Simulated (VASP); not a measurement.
Consider the following.

```yaml
crystal:
  lattice:
    - [0.00000, 2.01106, 2.01106]
    - [2.01106, 0.00000, 2.01106]
    - [2.01106, 2.01106, 0.00000]
  atoms:
    - { symbol: Ag, position: [0.00000, 0.00000, 0.00000] }
```

The numbers are results of r2SCAN meta-GGA, VASP's PBE PAW potentials (set 64) (plane waves; VASP), not measurements. Settings: 520 eV cut-off, 15×15×15 Γ-centred mesh, first-order Methfessel-Paxton smearing of 0.10 eV, potentials Ag.

Q: Estimate the energy per atom (σ→0), pressure, band gap (on the k-mesh) with the smallest direct gap where there is one.

A: 
- band gap (on the k-mesh) = none (metal, semimetal or under 0.01 eV)
- energy per atom (σ→0) = -21.329 eV/atom
- pressure = 75.8 kbar

The absolute energy has meaning only against runs of the same code, potentials and settings.

The compound is Ag in the fcc structure. This cell is one point of a volume scan, at 0.94 of the reference volume.
